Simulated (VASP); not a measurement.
VASP input:

KPOINTS:
```
kpoints
0
gamma
7 7 5
```

### INCAR
```
SYSTEM = Se
PREC = Accurate
ENCUT = 520
EDIFF = 1E-7
NELM = 100
ALGO = Normal
LREAL = .FALSE.
LASPH = .TRUE.
ISMEAR = -5
GGA = PE
IVDW = 11
LMAXMIX = 4
LWAVE = .FALSE.
LCHARG = .TRUE.
LORBIT = 11
NEDOS = 601
ISIF = 2
LEFG = .TRUE.
```

POSCAR:
```
Se
1
    2.0948621345    -3.6284076391     0.0000000000
    2.0948621345     3.6284076391     0.0000000000
    0.0000000000     0.0000000000     5.1271715808
Se
3
Direct
  0.0000000000   0.2378257328   0.6666670000
  0.7621742672   0.7621742672   0.0000000000
  0.2378257328   0.0000000000   0.3333330000
```

POTCAR, in this order: Se (PBE.64 set). Program: vasp_std.

Problem. Translate this PBE-D3 (zero damping) calculation to Quantum ESPRESSO's pw.x.

Solution. One equivalent input (not run):
```
&CONTROL
  calculation = 'scf'
  pseudo_dir = './pseudo'
  outdir = './out'
  tprnfor = .true.
  tstress = .true.
/
&SYSTEM
  ibrav = 0
  nat = 3
  ntyp = 1
  ecutwfc = 86
  occupations = 'tetrahedra'
  input_dft = 'pbe'
  vdw_corr = 'grimme-d3'
  dftd3_version = 3
  dftd3_threebody = .false.
/
&ELECTRONS
  conv_thr = 7.3e-09
  electron_maxstep = 100
/
ATOMIC_SPECIES
  Se 78.971 Se.upf
CELL_PARAMETERS angstrom
     2.0948621   -3.6284076    0.0000000
     2.0948621    3.6284076    0.0000000
     0.0000000    0.0000000    5.1271716
ATOMIC_POSITIONS crystal
  Se   0.0000000  0.2378257  0.6666670
  Se   0.7621743  0.7621743  0.0000000
  Se   0.2378257  0.0000000  0.3333330
K_POINTS automatic
  7 7 5 0 0 0
```
The two are equivalent in intent, not identical: the potentials are each code's own (VASP's PAW set, PseudoDojo norm-conserving files in pw.x), so ENCUT and ecutwfc are chosen apart and not converted; conv_thr bounds pw.x's estimated SCF error, while EDIFF bounds the energy change between steps; the field gradients of LEFG aren't asked of the other code.

The compound is Se in the trig structure. It was relaxed first.
